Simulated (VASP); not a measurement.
Input:

```
CELL_PARAMETERS angstrom
      0.00000     2.99124     2.99124
      2.99124     0.00000     2.99124
      2.99124     2.99124     0.00000
ATOMIC_POSITIONS crystal
  Sr 0.00000 0.00000 0.00000
```

Computed with PBE GGA with D3 dispersion (zero damping), VASP's PBE PAW potentials (set 64) (plane waves; VASP 6.6.1). Run with 520 eV cut-off, Gaussian smearing of 0.050 eV, potentials Sr_sv.

Q: Give the energies of bands 5 to 8 at the high-symmetry points, in eV from the Fermi level.

A: 
| band | Γ | X | U | L | W |
|---|---|---|---|---|---|
| 5 | -3.72 | -0.71 | -0.15 | -1.17 | 0.01 |
| 6 | 2.34 | 0.29 | 0.20 | 0.06 | 0.61 |
| 7 | 2.34 | 1.08 | 0.84 | 2.18 | 0.61 |
| 8 | 2.34 | 4.93 | 3.45 | 2.18 | 2.28 |

It has no gap at this level: it comes out as a metal or semimetal.

The compound is Sr in the fcc structure. It was relaxed first.
